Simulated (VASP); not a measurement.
Input:

```xyz
2
Lattice="2.8600 0.0000 0.0000 0.0000 2.8600 0.0000 0.0000 0.0000 2.8600" Properties=species:S:1:pos:R:3 pbc="T T T"
Al     1.4300     1.4300     1.4300
Co     0.0000     0.0000     0.0000
```

The numbers are results of AM05 GGA, VASP's PBE PAW potentials (set 64) (plane waves; VASP), not measurements. Run with 520 eV cut-off, 11×11×11 Γ-centred mesh, first-order Methfessel-Paxton smearing of 0.10 eV, potentials Al Co.

Energy and stress use the plane-wave basis of the starting cell.

Problem. The ions, cell shape and volume are relaxed. Predict the relaxed structure.

Solution. 
```xyz
2
Lattice="2.8222 0.0000 0.0000 0.0000 2.8222 0.0000 0.0000 0.0000 2.8222" Properties=species:S:1:pos:R:3 pbc="T T T"
Al     1.4111     1.4111     1.4111
Co     0.0000     0.0000     0.0000
```
Space group Pm-3m (221), at a tolerance of 0.03 Å.

Problem. How do energy and volume change from the first to the last step?

Solution. The energy (σ→0) changes by -10.5 meV/atom and the volume by -3.9 %, in 3 ionic steps.

The compound is CoAl in the CsCl type structure. This run relaxes it. Symmetry was kept, so distortions that lower it aren't found. The run is not spin-polarised, so no magnetic state was tried.
